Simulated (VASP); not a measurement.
Crystal: AlSiB.

```
CELL_PARAMETERS angstrom
2.83210 0.00000 0.00000
0.00000 2.83210 0.00000
0.00000 0.00000 4.58676
ATOMIC_POSITIONS crystal
Al 0.00000 0.00000 0.00000
Si 0.00000 0.00000 0.50000
B 0.50000 0.50000 0.50000
```

The cell was built by a generator and needn't be a form met in nature.

The cell isn't the ideal one: random cell by space group and Wyckoff sites (P4/mmm, No. 123).

- Program: VASP 6.6.1
- Task: relaxation of cell and atoms
- Functional: PBE
- Potentials or basis: VASP PAW PBE potentials, release 64 (Al, Si, B)
- Cutoff: 600 eV
- k mesh: 6 × 6 × 4
- Occupations: gaussian, width 0.1 eV
- Spin: no spin polarisation

At the start: pressure 29.7 GPa; volume 12.26 Å³/atom.

**Question.** How do energy, volume and symmetry change on relaxing?

**Answer.** Over 5 steps the energy falls by 234.5 meV/atom and the volume is 15.13 Å³/atom (+23.4 %); space group P4/mmm (No. 123, to 0.05 Å).

Step by step:
| step | energy change (eV) | largest force (eV/Å) | pressure (GPa) | volume (Å³) |
| --- | --- | --- | --- | --- |
| 1 | 0.0000 | 0.0000 | 29.70 | 36.79 |
| 2 | -0.5884 | 0.0000 | -7.25 | 50.21 |
| 3 | -0.7018 | 0.0000 | -0.05 | 45.34 |
| 4 | -0.7018 | 0.0000 | -0.38 | 45.52 |
| 5 | -0.7034 | 0.0000 | 0.07 | 45.40 |

Final structure:
```
Al Si B
1.0
     2.98964    0.00000    0.00000
     0.00000    2.98964    0.00000
     0.00000    0.00000    5.07900
Al Si B
1 1 1
Direct
  0.00000 0.00000 0.00000
  0.00000 0.00000 0.50000
  0.50000 0.50000 0.50000
```

Caveat: the k mesh is coarse (spacing up to 0.37 Å⁻¹), so the values aren't converged; the volume moved by over 15 % at a fixed basis, so the end points are rough.
